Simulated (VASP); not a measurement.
Data:

```yaml
crystal:
  lattice:
    - [-1.57782, 1.57782, 1.57782]
    - [1.57782, -1.57782, 1.57782]
    - [1.57782, 1.57782, -1.57782]
  atoms:
    - { symbol: Mo, position: [0.00000, 0.00000, 0.00000] }
```

Level of theory: r2SCAN meta-GGA, VASP's PBE PAW potentials (set 64) (plane waves; VASP 6.6.1). Numerical set-up: PREC = Normal, EDIFF = 1E-5, 400 eV cut-off, 18×18×18 Γ-centred mesh, first-order Methfessel-Paxton smearing of 0.10 eV, potentials Mo_sv.

Give the stress tensor in GPa (positive for a compressed cell).

```
-2.05   0.00   0.00
 0.00  -2.05   0.00
 0.00   0.00  -2.05
```
The pressure is its mean diagonal, -2.05 GPa.

The compound is Mo in the bcc structure. It was relaxed first.
